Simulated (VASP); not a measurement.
All values below come from TPSS meta-GGA, VASP's PBE PAW potentials (set 64) (plane waves; VASP).

VASP input:

KPOINTS:
```
Automatic mesh
0
Gamma
4 4 4
0 0 0
```

POSCAR:
```
CsSnI3
1
    6.2387084659     0.0000000000     0.0000000000
    0.0000000000     6.2387084659     0.0000000000
    0.0000000000     0.0000000000     6.2387084659
Cs Sn I
1 1 3
Direct
  0.0000000000   0.0000000000   0.0000000000
  0.5000000000   0.5000000000   0.5000000000
  0.5000000000   0.0000000000   0.5000000000
  0.0000000000   0.5000000000   0.5000000000
  0.5000000000   0.5000000000   0.0000000000
```

**INCAR**
```
! general
SYSTEM  = CsSnI3
PREC    = Accurate
ENCUT   = 520
LREAL   = .False.
LASPH   = .True.

! electronic loop
EDIFF   = 1E-7
NELM    = 100
ALGO    = Normal
LMAXMIX = 4
LMIXTAU = .True.

! smearing
ISMEAR  = -5

! functional
METAGGA = TPSS

! ions
ISIF    = 2

! output
LWAVE   = .False.
LCHARG  = .False.
LORBIT  = 11
NEDOS   = 601

! other
LEFG    = .True.
```

File KPOINTS_OPT:
```
k-points along high-symmetry lines
10
Line-mode
Reciprocal
  0.000000   0.000000   0.000000 ! GAMMA
  0.000000   0.500000   0.000000 ! X

  0.000000   0.500000   0.000000 ! X
  0.500000   0.500000   0.000000 ! M

  0.500000   0.500000   0.000000 ! M
  0.000000   0.000000   0.000000 ! GAMMA

  0.000000   0.000000   0.000000 ! GAMMA
  0.500000   0.500000   0.500000 ! R

  0.500000   0.500000   0.500000 ! R
  0.000000   0.500000   0.000000 ! X

  0.500000   0.500000   0.500000 ! R
  0.500000   0.500000   0.000000 ! M
```

POTCAR, in this order: Cs_sv Sn_d I (PBE.64 set). Program: vasp_std.

Output

OSZICAR:
```
       N       E                     dE             d eps       ncg     rms          rms(c)
DAV:   1     0.305713812886E+03    0.30571E+03   -0.18357E+04   520   0.153E+03
DAV:   2    -0.136422383427E+02   -0.31936E+03   -0.31216E+03   622   0.313E+02
DAV:   3    -0.533126142088E+02   -0.39670E+02   -0.39469E+02   602   0.125E+02
DAV:   4    -0.548290845513E+02   -0.15165E+01   -0.15143E+01   646   0.285E+01
DAV:   5    -0.548709033481E+02   -0.41819E-01   -0.41814E-01   774   0.428E+00    0.529E+00
DAV:   6    -0.558464391777E+02   -0.97554E+00   -0.57771E+00   538   0.279E+01    0.249E+00
DAV:   7    -0.537375223982E+02    0.21089E+01   -0.16915E+00   564   0.868E+00    0.108E+00
DAV:   8    -0.536423568021E+02    0.95166E-01   -0.41288E-01   556   0.617E+00    0.101E+00
DAV:   9    -0.538400250428E+02   -0.19767E+00   -0.35237E-01   540   0.492E+00    0.450E-01
DAV:  10    -0.538882250874E+02   -0.48200E-01   -0.52449E-02   568   0.200E+00    0.444E-01
DAV:  11    -0.538933135916E+02   -0.50885E-02   -0.31387E-03   628   0.510E-01    0.309E-01
DAV:  12    -0.538948388145E+02   -0.15252E-02   -0.57865E-03   532   0.577E-01    0.583E-02
DAV:  13    -0.538923351549E+02    0.25037E-02   -0.42539E-03   552   0.629E-01    0.545E-02
DAV:  14    -0.538958121028E+02   -0.34769E-02   -0.66755E-04   580   0.266E-01    0.651E-02
DAV:  15    -0.538959437840E+02   -0.13168E-03   -0.39480E-04   548   0.157E-01    0.127E-02
DAV:  16    -0.538965699847E+02   -0.62620E-03   -0.23768E-04   664   0.160E-01    0.962E-03
DAV:  17    -0.538965718337E+02   -0.18490E-05   -0.54947E-06   654   0.209E-02    0.846E-03
DAV:  18    -0.538965723955E+02   -0.56180E-06   -0.10254E-05   540   0.263E-02    0.102E-02
DAV:  19    -0.538965763670E+02   -0.39715E-05   -0.50690E-06   550   0.149E-02    0.270E-03
DAV:  20    -0.538965770315E+02   -0.66454E-06   -0.37932E-07   522   0.633E-03    0.208E-03
DAV:  21    -0.538965771690E+02   -0.13749E-06   -0.29130E-07   448   0.454E-03    0.550E-04
DAV:  22    -0.538965772860E+02   -0.11698E-06   -0.11941E-07   346   0.371E-03    0.784E-04
DAV:  23    -0.538965773455E+02   -0.59516E-07   -0.41246E-08   320   0.220E-03
   1 F= -.53896577E+02 E0= -.53896577E+02  d E =0.000000E+00
       N       E                     dE             ncg
       N       E                     dE             ncg
       N       E                     dE             ncg
       N       E                     dE             ncg
       N       E                     dE             ncg
       N       E                     dE             ncg
```

OUTCAR:
```
------------------------ aborting loop because EDIFF is reached ----------------------------------------
  FORCE on cell =-STRESS in cart. coord.  units (eV):
  Direction    XX          YY          ZZ          XY          YZ          ZX
  --------------------------------------------------------------------------------------
  Total        0.7287816      0.7287816      0.7287816     -0.0000000     -0.0000000      0.0000000
  in kB        4.8086581      4.8086581      4.8086581     -0.0000000     -0.0000000      0.0000000
  external PRESSURE =       4.8086581 kB  Pullay stress =       0.0000000 kB
  volume of cell :      242.82
      direct lattice vectors                 reciprocal lattice vectors
     6.238708466  0.000000000  0.000000000     0.160289586  0.000000000  0.000000000
     0.000000000  6.238708466  0.000000000     0.000000000  0.160289586  0.000000000
     0.000000000  0.000000000  6.238708466     0.000000000  0.000000000  0.160289586
 POSITION                                       TOTAL-FORCE (eV/Angst)
 -----------------------------------------------------------------------------------
      0.00000      0.00000      0.00000         0.000000      0.000000      0.000000
      3.11935      3.11935      3.11935         0.000000      0.000000      0.000000
      3.11935      0.00000      3.11935         0.000000      0.000000      0.000000
      0.00000      3.11935      3.11935         0.000000      0.000000      0.000000
      3.11935      3.11935      0.00000         0.000000      0.000000      0.000000
 -----------------------------------------------------------------------------------
    total drift:                                0.000000     -0.000000     -0.000000
  FREE ENERGIE OF THE ION-ELECTRON SYSTEM (eV)
  ---------------------------------------------------
  free  energy   TOTEN  =       -53.8965773455 eV

  energy  without entropy=      -53.8965773455  energy(sigma->0) =      -53.89657735

 total charge

# of ion       s       p       d       tot
------------------------------------------
    1        1.836   4.727   0.010   6.573
    2        1.331   0.594   9.998  11.923
    3        1.487   2.793   0.010   4.289
    4        1.487   2.793   0.010   4.289
    5        1.487   2.793   0.010   4.289
--------------------------------------------------
tot          7.626  13.700  10.038  31.364

 Electric field gradients after diagonalization (V/A^2)
 (convention: |V_zz| > |V_xx| > |V_yy|)
----------------------------------------------------------------------
 ion       V_xx      V_yy      V_zz     asymmetry (V_yy - V_xx)/ V_zz
----------------------------------------------------------------------
   1      -0.000    -0.000     0.000       0.152
   2      -0.000     0.000    -0.000      -0.209
   3    -180.701  -180.701   361.403       0.000
   4    -180.701  -180.701   361.403       0.000
   5    -180.701  -180.701   361.403       0.000
```
(Selected blocks of OUTCAR.)

The compound is CsSnI3 in the cubic perovskite structure, the ideal cubic form; the compound distorts at low or room temperature. It was relaxed first.
